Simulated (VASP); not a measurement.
All values below come from PBE GGA with D4 dispersion, VASP's PBE PAW potentials (set 64) (plane waves; VASP).

VASP input:

POSCAR:
```
Ru
1.0
  1.3389101575  -2.3190605728   0.0000000000
  1.3389101575   2.3190605728   0.0000000000
  0.0000000000   0.0000000000   4.2227576701
Ru
2
Direct
  0.3333330000   0.6666670000   0.2500000000
  0.6666670000   0.3333330000   0.7500000000
```

**INCAR**
```
! general
SYSTEM   =  Ru
PREC     =  Accurate
ENCUT    =  520   ! plane-wave cut-off (eV)
LREAL    =  F   ! projection in real space or not
LASPH    =  T   ! aspherical one-centre terms

! electronic loop
EDIFF    =  1E-7
NELM     =  100
ALGO     =  Normal   ! blocked Davidson
LMAXMIX  =  4   ! l cut-off of mixed one-centre charges

! smearing
ISMEAR   =  1
SIGMA    =  0.1   ! width (eV)

! functional
GGA      =  PE
IVDW     =  13   ! D4

! ions
IBRION   =  2
NSW      =  30
ISIF     =  4   ! ions and shape, fixed volume
EDIFFG   =  -0.01

! output
LWAVE    =  F
LCHARG   =  F
```

### KPOINTS
```
Automatic mesh
0
Gamma
15 15 9
0 0 0
```

POTCAR, in this order: Ru_pv (PBE.64 set). Program: vasp_std.

What VASP printed:

**OSZICAR**
```
       N       E                     dE             d eps       ncg     rms          rms(c)
DAV:   1     0.287156137471E+03    0.28716E+03   -0.18234E+04  4868   0.174E+03
DAV:   2    -0.130301657875E+02   -0.30019E+03   -0.29448E+03  5134   0.498E+02
DAV:   3    -0.196434815617E+02   -0.66133E+01   -0.64285E+01  5076   0.792E+01
DAV:   4    -0.197079873090E+02   -0.64506E-01   -0.64445E-01  5910   0.704E+00
DAV:   5    -0.197090861470E+02   -0.10988E-02   -0.10988E-02  5250   0.819E-01    0.193E+01
DAV:   6    -0.185083865046E+02    0.12007E+01   -0.31324E+00  4922   0.187E+01    0.554E+00
DAV:   7    -0.184142726671E+02    0.94114E-01   -0.28948E-01  4990   0.522E+00    0.124E+00
DAV:   8    -0.184054903172E+02    0.87823E-02   -0.82959E-03  4968   0.109E+00    0.765E-02
DAV:   9    -0.184055895853E+02   -0.99268E-04   -0.41168E-04  6534   0.201E-01    0.503E-02
DAV:  10    -0.184055996397E+02   -0.10054E-04   -0.17017E-05  5176   0.433E-02    0.501E-03
DAV:  11    -0.184056020597E+02   -0.24199E-05   -0.18201E-06  5344   0.143E-02    0.346E-03
DAV:  12    -0.184056013842E+02    0.67553E-06   -0.77202E-08  2788   0.311E-03    0.576E-04
DAV:  13    -0.184056014163E+02   -0.32095E-07   -0.87251E-09  2526   0.800E-04
   1 F= -.19491118E+02 E0= -.19490553E+02  d E =-.194911E+02
       N       E                     dE             d eps       ncg     rms          rms(c)
DAV:   1    -0.184286607483E+02   -0.23059E-01   -0.89147E-01  4906   0.826E+00    0.916E-01
DAV:   2    -0.184097133041E+02    0.18947E-01   -0.26416E-02  4898   0.155E+00    0.385E-01
DAV:   3    -0.184057289172E+02    0.39844E-02   -0.13218E-02  5844   0.816E-01    0.840E-02
DAV:   4    -0.184057444119E+02   -0.15495E-04   -0.38324E-04  5764   0.229E-01    0.565E-02
DAV:   5    -0.184057496837E+02   -0.52718E-05   -0.34033E-05  6610   0.462E-02    0.231E-02
DAV:   6    -0.184057491325E+02    0.55116E-06   -0.55120E-06  5088   0.287E-02    0.220E-03
DAV:   7    -0.184057491573E+02   -0.24817E-07   -0.22325E-07  3546   0.494E-03
   2 F= -.19491232E+02 E0= -.19490940E+02  d E =-.114581E-03
       N       E                     dE             d eps       ncg     rms          rms(c)
DAV:   1    -0.184115425295E+02   -0.57934E-02   -0.20066E-01  4908   0.392E+00    0.435E-01
DAV:   2    -0.184072885917E+02    0.42539E-02   -0.58940E-03  4902   0.752E-01    0.184E-01
DAV:   3    -0.184063903071E+02    0.89828E-03   -0.30291E-03  5856   0.394E-01    0.406E-02
DAV:   4    -0.184063941253E+02   -0.38182E-05   -0.90054E-05  5760   0.112E-01    0.271E-02
DAV:   5    -0.184063954939E+02   -0.13686E-05   -0.80997E-06  6654   0.209E-02    0.127E-02
DAV:   6    -0.184063948151E+02    0.67883E-06   -0.19957E-06  4988   0.169E-02    0.144E-03
DAV:   7    -0.184063947979E+02    0.17176E-07   -0.70519E-08  2582   0.287E-03
   3 F= -.19491890E+02 E0= -.19491454E+02  d E =-.772598E-03
```

### OUTCAR
```
------------------------ aborting loop because EDIFF is reached ----------------------------------------
  Edisp (eV):   -1.08550
  FORCE on cell =-STRESS in cart. coord.  units (eV):
  Direction    XX          YY          ZZ          XY          YZ          ZX
  --------------------------------------------------------------------------------------
  Total       1.75315     1.75315     1.75383     0.00000     0.00000     0.00000
  in kB     107.11240   107.11242   107.15391     0.00000     0.00000     0.00000
  external pressure =      107.13 kB  Pullay stress =        0.00 kB
  volume of cell :       26.22
      direct lattice vectors                 reciprocal lattice vectors
     1.336499858 -2.314885818 -0.000000000     0.374111525 -0.215993375 -0.000000000
     1.336499858  2.314885818  0.000000000     0.374111525  0.215993375  0.000000000
     0.000000000 -0.000000000  4.238002386     0.000000000 -0.000000000  0.235960226
 POSITION                                       TOTAL-FORCE (eV/Angst)
 -----------------------------------------------------------------------------------
      1.33650      0.77163      1.05950        -0.000000      0.000000      0.000000
      1.33650     -0.77163      3.17850         0.000000     -0.000000      0.000000
 -----------------------------------------------------------------------------------
    total drift:                               -0.000000      0.000492     -0.000045
  FREE ENERGIE OF THE ION-ELECTRON SYSTEM (eV)
  ---------------------------------------------------
  free  energy   TOTEN  =       -19.4918904791 eV

  energy  without entropy=      -19.4905814206  energy(sigma->0) =      -19.49145413

 reached required accuracy - stopping structural energy minimisation
```
(Selected blocks of OUTCAR.)

### CONTCAR
```
Ru
   1.00000000000000
     1.3364998581657139   -2.3148858179238463   -0.0000000000000000
     1.3364998581657139    2.3148858179238463    0.0000000000000000
     0.0000000000000000   -0.0000000000000000    4.2380023856673308
  Ru
     2
Direct
     0.3333330000000032    0.6666669999999968    0.2500000000000000
     0.6666669999999968    0.3333330000000032    0.7500000000000000
```

The compound is Ru in the hcp structure. This cell is one point of a volume scan, at 0.97 of the reference volume. Symmetry was kept, so distortions that lower it aren't found.
